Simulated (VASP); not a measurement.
Calculation: TPSS meta-GGA, VASP's PBE PAW potentials (set 64) (plane waves; VASP 6.6.1).

A VASP calculation is set up with these files.

### KPOINTS
```
Automatic mesh
0
Gamma
  16 16 16
0 0 0
```

**INCAR**
```
SYSTEM = W
PREC = Accurate; ENCUT = 520; LREAL = .False.
LASPH = .True.
EDIFF = 1E-7; NELM = 100; ALGO = Normal
LMAXMIX = 6; LMIXTAU = .True.
ISMEAR = 1; SIGMA = 0.1
METAGGA = TPSS
ISIF = 2
LWAVE = .False.; LCHARG = .False.
```

### POSCAR
```
W
1
   -1.5874877150     1.5874877150     1.5874877150
    1.5874877150    -1.5874877150     1.5874877150
    1.5874877150     1.5874877150    -1.5874877150
W
1
Direct
  0.0000000000   0.0000000000   0.0000000000
```

POTCAR, in this order: W_sv (PBE.64 set). Program: vasp_std.

Unless said otherwise, spin-orbit coupling is left out, though it shifts the bands of the heavy elements here.

Task: Predict the energy per atom (σ→0), band gap (on the k-mesh).

Result: 
The energy per atom (σ→0) comes out as -14.367 eV/atom. The band gap (on the k-mesh) comes out as none (metal, semimetal or under 0.01 eV).

### OSZICAR
```
...
DAV:  12    -0.143667968485E+02   -0.17232E-02   -0.47713E-04  3528   0.353E-01    0.112E-01
DAV:  13    -0.143668394052E+02   -0.42557E-04   -0.19452E-05  3408   0.686E-02    0.645E-02
DAV:  14    -0.143668354478E+02    0.39575E-05   -0.97081E-06  3484   0.368E-02    0.111E-02
DAV:  15    -0.143668364512E+02   -0.10034E-05   -0.36195E-07  3508   0.851E-03    0.482E-03
DAV:  16    -0.143668362940E+02    0.15718E-06   -0.20164E-07  3112   0.516E-03    0.133E-03
DAV:  17    -0.143668364145E+02   -0.12044E-06   -0.90594E-09  1640   0.115E-03    0.401E-04
DAV:  18    -0.143668363556E+02    0.58900E-07   -0.71034E-10  1607   0.348E-04
   1 F= -.14366836E+02 E0= -.14366579E+02  d E =-.772359E-03
```

The compound is W in the bcc structure. It was relaxed first.
